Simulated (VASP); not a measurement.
Al: relaxation of cell and atoms with LDA

The system is Al.

```xyz
1
Lattice="0.0000 2.0248 2.0248 2.0248 0.0000 2.0248 2.0248 2.0248 0.0000" Properties=species:S:1:pos:R:3 pbc="T T T"
Al    0.0000    0.0000    0.0000
```

- Program: VASP 6.6.1
- Task: relaxation of cell and atoms
- Functional: LDA
- Potentials or basis: VASP PAW LDA potentials, release 64 (Al)
- Cutoff: 520 eV
- k mesh: 18 × 18 × 18
- Occupations: gaussian, width 0.1 eV
- Spin: no spin polarisation
- Further INCAR settings: ALGO = Normal; EDIFF = 1e-07; IBRION = 2; EDIFFG = -0.002; NSW = 80; ISIF = 3

```yaml
Relaxed_volume: 15.82 Å³/atom
Relaxed_cell: a = 2.818 Å, b = 2.818 Å, c = 2.818 Å, α = 60.00°, β = 60.00°, γ = 60.00°
Space_group_after_relaxing_to_0.05_Å: Fm-3m (No. 225)
Energy_gained_by_relaxing: 9.2 meV/atom
Ionic_steps: 3
Pressure_after_relaxing: 0.0 GPa
Band_gap_on_the_k_mesh: none (metal or under the smearing width)
```

Step by step:
```
step  energy change (eV)  largest force (eV/Å)  pressure (GPa)  volume (Å³)
   1              0.0000                0.0000           -3.60        16.60
   2             -0.0090                0.0000            0.50        15.72
   3             -0.0092                0.0000            0.00        15.82
```

Final structure:
```yaml
crystal:
  lattice:
    - [0.00000, 1.99235, 1.99235]
    - [1.99235, 0.00000, 1.99235]
    - [1.99235, 1.99235, 0.00000]
  atoms:
    - { symbol: Al, position: [0.00000, 0.00000, 0.00000] }
```

Levels at points of the mesh, in eV from the Fermi level:
```tsv
k point	band 1	band 2	band 3	band 4	band 5
(0.00, 0.00, 0.00)	-11.39	12.81	12.81	12.81	14.46
(0.50, 0.00, 0.00)	-4.71	-4.44	11.64	11.70	11.70
(0.50, 0.50, 0.00)	-2.99	-1.61	5.31	5.74	5.74
```

Wall time 7.8 s on 1 thread of Intel(R) Xeon(R) 6975P-C (Granite Rapids), on a shared host, peak memory 0.13 GiB.

LDA usually gives volumes a few per cent too small. Zero-point motion and thermal expansion aren't in these numbers.
